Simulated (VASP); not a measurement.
Input of a VASP 6.6.1 run:

The input INCAR:

```
SYSTEM = Lu3AlN4
ALGO = Normal ; EDIFF = 1E-6
EDIFFG = -0.01 ; ENCUT = 520
GGA = PE ; IBRION = 2
ISIF = 3 ; ISMEAR = 0
KPAR = 4 ; LASPH = .TRUE.
LCHARG = .FALSE. ; LREAL = .FALSE.
LWAVE = .FALSE. ; NELM = 120
NSW = 90 ; PREC = Accurate
SIGMA = 0.1
```

KPOINTS

```
k-points
0
G
  10 6 6
  0 0 0
```

The input POSCAR:

```
Lu3AlN4
1.0
    3.2590000000      0.0000000000      0.0000000000
    0.0000000000      4.6850000000      0.0000000000
    0.0000000000      0.0000000000      6.5290000000
Lu Al N
3 1 4
Direct
    0.5000000000      0.5000000000      0.2416909200
    0.0000000000      0.0000000000      0.5000000000
    0.5000000000      0.5000000000      0.7583090800
    0.0000000000      0.0000000000      0.0000000000
    0.0000000000      0.5000000000      0.5000000000
    0.5000000000      0.0000000000      0.7733190400
    0.0000000000      0.5000000000      0.0000000000
    0.5000000000      0.0000000000      0.2266809600
```

Potentials or basis: VASP PAW PBE potentials, release 64 (Lu, Al, N).

Run with:

```sh
$ cat potpaw_PBE.64/Lu/POTCAR potpaw_PBE.64/Al/POTCAR potpaw_PBE.64/N/POTCAR > POTCAR
$ mpirun -np 4 vasp_std > vasp.out
```

Predict the relaxed volume.

12.50 Å³/atom.

Estimate the band gap on the k mesh.

0.19 eV, indirect (least direct gap 0.22 eV).

What does it give for the relaxed cell?

a = 3.262 Å, b = 4.703 Å, c = 6.522 Å, α = 90.00°, β = 90.00°, γ = 90.00°.

Step by step:
```csv
step,energy change (eV),largest force (eV/Å),pressure (GPa),volume (Å³)
1,0.0000,0.0797,0.81,99.69
2,-0.0006,0.0441,-0.92,100.60
3,-0.0017,0.0606,-0.29,100.17
4,-0.0016,0.0616,-0.15,100.14
5,-0.0017,0.0608,-0.16,100.16
6,-0.0022,0.0218,-0.04,100.06
7,-0.0022,0.0234,-0.05,100.04
8,-0.0022,0.0068,0.16,99.98
9,-0.0022,0.0128,0.27,100.02
10,-0.0022,0.0174,0.17,100.02
11,-0.0022,0.0100,0.17,100.03
12,-0.0022,0.0196,0.12,100.04
13,-0.0022,0.0165,0.05,100.04
14,-0.0022,0.0088,-0.02,100.04
```

Caveat: spin-orbit coupling is left out, which moves the levels of the heavy elements. A k mesh can miss the band edges.
